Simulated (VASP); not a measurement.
Output of a VASP run:

File OSZICAR:
```
...
DAV:   1     0.487843782303E+02    0.48784E+02   -0.91695E+03   520   0.182E+03
DAV:   2    -0.330915981274E+02   -0.81876E+02   -0.79896E+02   595   0.320E+02
DAV:   3    -0.387030667848E+02   -0.56115E+01   -0.55896E+01   650   0.738E+01
DAV:   4    -0.388015680081E+02   -0.98501E-01   -0.98477E-01   573   0.110E+01
DAV:   5    -0.388043065135E+02   -0.27385E-02   -0.27385E-02   691   0.165E+00    0.296E+00
DAV:   6    -0.369337970642E+02    0.18705E+01   -0.42293E-01   570   0.118E+01    0.203E+00
DAV:   7    -0.370536465132E+02   -0.11985E+00   -0.39349E-01   580   0.816E+00    0.660E-01
DAV:   8    -0.369525720030E+02    0.10107E+00   -0.23510E-01   535   0.566E+00    0.188E-01
DAV:   9    -0.369689745454E+02   -0.16403E-01   -0.14827E-02   590   0.119E+00    0.232E-01
DAV:  10    -0.369682653756E+02    0.70917E-03   -0.64712E-03   530   0.946E-01    0.578E-01
DAV:  11    -0.369720849077E+02   -0.38195E-02   -0.20393E-02   525   0.142E+00    0.526E-02
DAV:  12    -0.369701593506E+02    0.19256E-02   -0.17587E-03   545   0.397E-01    0.511E-02
DAV:  13    -0.369709819653E+02   -0.82261E-03   -0.17982E-04   615   0.148E-01    0.454E-02
DAV:  14    -0.369721465066E+02   -0.11645E-02   -0.86028E-04   525   0.241E-01    0.282E-02
DAV:  15    -0.369721373423E+02    0.91642E-05   -0.98674E-05   669   0.920E-02    0.980E-03
DAV:  16    -0.369721879149E+02   -0.50573E-04   -0.41751E-05   525   0.621E-02    0.225E-03
DAV:  17    -0.369721895264E+02   -0.16115E-05   -0.43688E-06   645   0.331E-02    0.175E-03
DAV:  18    -0.369721899934E+02   -0.46703E-06   -0.32859E-07   280   0.827E-03
   1 F= -.36972190E+02 E0= -.36972190E+02  d E =-.369722E+02
       N       E                     dE             d eps       ncg     rms          rms(c)
DAV:   1    -0.369828946564E+02   -0.10705E-01   -0.14551E-01   680   0.727E+00    0.589E-01
DAV:   2    -0.369746756217E+02    0.82190E-02   -0.14802E-02   655   0.249E+00    0.280E-01
DAV:   3    -0.369724366917E+02    0.22389E-02   -0.28714E-03   635   0.105E+00    0.591E-02
DAV:   4    -0.369720478820E+02    0.38881E-03   -0.97356E-04   543   0.455E-01    0.116E-02
DAV:   5    -0.369723633725E+02   -0.31549E-03   -0.20046E-04   520   0.161E-01    0.826E-03
DAV:   6    -0.369723422176E+02    0.21155E-04   -0.23579E-05   535   0.474E-02    0.385E-03
DAV:   7    -0.369723679375E+02   -0.25720E-04   -0.27933E-05   520   0.522E-02    0.246E-03
DAV:   8    -0.369723693733E+02   -0.14358E-05   -0.18162E-06   535   0.145E-02    0.125E-03
DAV:   9    -0.369723701068E+02   -0.73356E-06   -0.18461E-07   265   0.626E-03
   2 F= -.36972370E+02 E0= -.36972370E+02  d E =-.180113E-03
       N       E                     dE             d eps       ncg     rms          rms(c)
DAV:   1    -0.369740991345E+02   -0.17298E-02   -0.22719E-02   680   0.283E+00    0.235E-01
DAV:   2    -0.369728241188E+02    0.12750E-02   -0.24042E-03   665   0.103E+00    0.111E-01
DAV:   3    -0.369724891027E+02    0.33502E-03   -0.42836E-04   635   0.406E-01    0.243E-02
DAV:   4    -0.369724275391E+02    0.61564E-04   -0.14741E-04   548   0.175E-01    0.470E-03
DAV:   5    -0.369724727748E+02   -0.45236E-04   -0.28012E-05   520   0.602E-02    0.336E-03
DAV:   6    -0.369724670159E+02    0.57590E-05   -0.31526E-06   535   0.174E-02    0.149E-03
DAV:   7    -0.369724686178E+02   -0.16020E-05   -0.42400E-06   520   0.206E-02    0.984E-04
DAV:   8    -0.369724690393E+02   -0.42147E-06   -0.29036E-07   265   0.602E-03
   3 F= -.36972469E+02 E0= -.36972469E+02  d E =-.279046E-03
```

**OUTCAR**
```
------------------------ aborting loop because EDIFF is reached ----------------------------------------
  FORCE on cell =-STRESS in cart. coord.  units (eV):
  Direction    XX          YY          ZZ          XY          YZ          ZX
  --------------------------------------------------------------------------------------
  Total        0.0095681      0.0095681      0.0095681     -0.0000000     -0.0000000      0.0000000
  in kB        0.2687775      0.2687775      0.2687775     -0.0000000     -0.0000000      0.0000000
  external PRESSURE =       0.2687775 kB  Pullay stress =       0.0000000 kB
  volume of cell :       57.04
      direct lattice vectors                 reciprocal lattice vectors
     0.000000000  3.055191741  3.055191741    -0.163655850  0.163655850  0.163655850
     3.055191741  0.000000000  3.055191741     0.163655850 -0.163655850  0.163655850
     3.055191741  3.055191741  0.000000000     0.163655850  0.163655850 -0.163655850
  FREE ENERGIE OF THE ION-ELECTRON SYSTEM (eV)
  ---------------------------------------------------
  free  energy   TOTEN  =       -36.9724690393 eV

  energy  without entropy=      -36.9724690393  energy(sigma->0) =      -36.97246904

 reached required accuracy - stopping structural energy minimisation
```
(Selected blocks of OUTCAR.)

POSCAR:
```
GaSb
1
    0.0000000000     3.0500000000     3.0500000000
    3.0500000000     0.0000000000     3.0500000000
    3.0500000000     3.0500000000     0.0000000000
Ga Sb
1 1
Direct
  0.0000000000   0.0000000000   0.0000000000
  0.2500000000   0.2500000000   0.2500000000
```

Question: Write an INCAR and KPOINTS that could have produced this output.

Answer: This is not unique; one that fits is the input of the run itself, r2SCAN+rVV10, plane waves, VASP's PBE PAW potentials (set 64).

**INCAR**
```
# general
SYSTEM   = GaSb
PREC     = Accurate
ENCUT    = 520
LREAL    = .False.   # projection in real space or not
LASPH    = .True.   # aspherical one-centre terms

# electronic loop
EDIFF    = 1E-6   # SCF stop (eV)
NELM     = 100   # most electronic steps
ALGO     = Normal   # blocked Davidson
LMAXMIX  = 4
LMIXTAU  = .True.

# smearing
ISMEAR   = 0
SIGMA    = 0.05

# functional
METAGGA  = R2SCAN
LUSE_VDW = .True.
BPARAM   = 11.95
CPARAM   = 0.0093

# ions
IBRION   = 2   # conjugate gradients
NSW      = 60   # most ionic steps
ISIF     = 3   # ions, shape and volume
EDIFFG   = -0.01   # ionic stop

# output
LWAVE    = .False.
LCHARG   = .False.
```

File KPOINTS:
```
Automatic mesh
0
Gamma
7 7 7
0 0 0
```

POTCAR, in this order: Ga_d Sb (PBE.64 set). Program: vasp_std.

The compound is GaSb in the zinc blende structure. This run relaxes it. Symmetry was kept, so distortions that lower it aren't found.
